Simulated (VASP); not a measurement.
Input for VASP

### KPOINTS
```
K-points
0
gamma
 4 4 4
0 0 0
```

**INCAR**
```
! general
SYSTEM  = ZnCu2SnSe4
PREC    = Accurate
ENCUT   = 300
LREAL   = F
LASPH   = T

! electronic loop
EDIFF   = 1E-6
NELM    = 100
ALGO    = Normal
LMAXMIX = 4

! smearing
ISMEAR  = 1
SIGMA   = 0.05

! functional
GGA     = PE

! ions
ISIF    = 2

! output
LWAVE   = F
LCHARG  = F
```

File POSCAR:
```
ZnCu2SnSe4
1
   -2.8648580000     2.8648580000     5.6985030000
    2.8648580000    -2.8648580000     5.6985030000
    2.8648580000     2.8648580000    -5.6985030000
Zn Cu Sn Se
1 2 1 4
Direct
  0.7500000000   0.2500000000   0.5000000000
  0.2500000000   0.7500000000   0.5000000000
  0.0000000000   0.0000000000   0.0000000000
  0.5000000000   0.5000000000   0.0000000000
  0.6297500000   0.6365300000   0.5262400000
  0.3634700000   0.8897100000   0.9932200000
  0.1102900000   0.1035100000   0.4737600000
  0.8964900000   0.3702500000   0.0067800000
```

POTCAR, in this order: Zn Cu Sn_d Se (PBE.64 set). Program: vasp_std.

Question: Write an equivalent input for Ansatz.

Answer: One equivalent input (not run):
Ansatz 0.2 input:
```yaml
crystal:
  lattice:
    - [-2.8648580, 2.8648580, 5.6985030]
    - [2.8648580, -2.8648580, 5.6985030]
    - [2.8648580, 2.8648580, -5.6985030]
  atoms:
    - { symbol: Zn, position: [0.7500000, 0.2500000, 0.5000000] }
    - { symbol: Cu, position: [0.2500000, 0.7500000, 0.5000000] }
    - { symbol: Cu, position: [0.0000000, 0.0000000, 0.0000000] }
    - { symbol: Sn, position: [0.5000000, 0.5000000, 0.0000000] }
    - { symbol: Se, position: [0.6297500, 0.6365300, 0.5262400] }
    - { symbol: Se, position: [0.3634700, 0.8897100, 0.9932200] }
    - { symbol: Se, position: [0.1102900, 0.1035100, 0.4737600] }
    - { symbol: Se, position: [0.8964900, 0.3702500, 0.0067800] }
kpoints:
  mp_grid: { grid: [4, 4, 4] }
hamiltonian:
  xc: pbe
  pseudopotentials: { kind: paw }
scf:
  occupations: { method: methfessel_paxton, width: 0.05 }
  max_iter: 100
output: { forces: true, stress: true, eigenvalues: true }
```
The two are equivalent in intent, not identical: each code has its own PAW files, so the cut-off isn't converted (ENCUT is set for VASP's; basis.ecutwfc is left out, and Ansatz then takes the one that its files recommend); Ansatz stops its SCF on the density residual and VASP on the energy change (EDIFF).

The structure comes from a computed database's ZnCu2SnSe4 entry, a phase known from measurement. The cell was not relaxed at this level.
